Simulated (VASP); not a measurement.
Data:

```yaml
crystal:
  lattice:
    - [3.27943, 0.00000, 0.00000]
    - [0.00000, 3.28653, 0.00000]
    - [0.00000, 0.00000, 3.18348]
  atoms:
    - { symbol: In, position: [0.50000, 0.50000, 0.50000] }
    - { symbol: Pd, position: [0.02627, 0.00000, 0.00000] }
```

Calculation: PBE GGA, VASP's PBE PAW potentials (set 64) (plane waves; VASP 6.6.1). Numerical set-up: 400 eV cut-off, 3×3×3 Monkhorst-Pack mesh, first-order Methfessel-Paxton smearing of 0.10 eV, potentials In_d Pd.

Gaps are read on the run's mesh, which can miss a band edge. Unless said otherwise, spin-orbit coupling is left out, though it shifts the bands of the heavy elements here.

Task: Estimate the energy per atom (σ→0), pressure, largest force, band gap (on the k-mesh) with the smallest direct gap where there is one.

Result: 
The band gap (on the k-mesh) comes out as none (metal, semimetal or under 0.01 eV) and the energy per atom (σ→0) is -4.260 eV/atom. The pressure is 6.07 GPa and the largest force comes out as 0.00832 Ha/bohr.

Total energies compare only between runs with the same potentials, cut-off and functional.

The compound is PdIn in the CsCl type structure. The cell was not relaxed at this level, atoms are displaced from their ideal sites. The k-mesh is coarse (spacing up to 0.66 per Å, 2π included), so the numbers may not be converged in it. The run is one of a series of settings (KPOINTS 3×3×3 Monkhorst-Pack mesh against the base run), some of them coarse on purpose. The electron count is odd and the run is not spin-polarised, which forces a metal.
